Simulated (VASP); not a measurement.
```xyz
2
Lattice="3.9306 0.0000 0.0000 0.0000 3.9306 0.0000 0.0000 0.0000 3.9306" Properties=species:S:1:pos:R:3 pbc="T T T"
Tl     0.0000     0.0000     0.0000
Br     1.9653     1.9653     1.9653
```

Level of theory: vdW-DF-cx, VASP's PBE PAW potentials (set 64) (plane waves; VASP). Settings: 520 eV cut-off, 8×8×8 Γ-centred mesh, tetrahedra with Blöchl corrections, potentials Tl_d Br.

Unless said otherwise, spin-orbit coupling is left out, though it shifts the bands of the heavy elements here.

Question: What does the run give for the energy per atom (σ→0), band gap (on the k-mesh) with the smallest direct gap where there is one?

Answer: 
| Item | Result |
|---|---|
| band gap (on the k-mesh) | 1.73 eV |
| smallest direct gap (on the k-mesh) | 1.73 eV |
| energy per atom (σ→0) | -419 meV/atom |

Only differences to runs with the same potentials and settings are physical.

The compound is TlBr in the CsCl type structure. It was relaxed first.
